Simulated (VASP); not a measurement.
Input:

```xyz
2
Lattice="0.0000 2.3881 2.3881 2.3881 0.0000 2.3881 2.3881 2.3881 0.0000" Properties=species:S:1:pos:R:3 pbc="T T T"
B      0.0000     0.0000     0.0000
As     1.1941     1.1941     1.1941
```

Computed with MS2 meta-GGA, VASP's PBE PAW potentials (set 64) (plane waves; VASP). Run with 520 eV cut-off, 10×10×10 Γ-centred mesh, Gaussian smearing of 0.050 eV, potentials B As.

### Question
Predict the energy per atom (σ→0).

### Answer

```json
{
 "energy per atom (σ→0)": "-7.105 eV/atom"
}
```

Total energies compare only between runs with the same potentials, cut-off and functional.

The compound is BAs in the zinc blende structure. It was relaxed first.
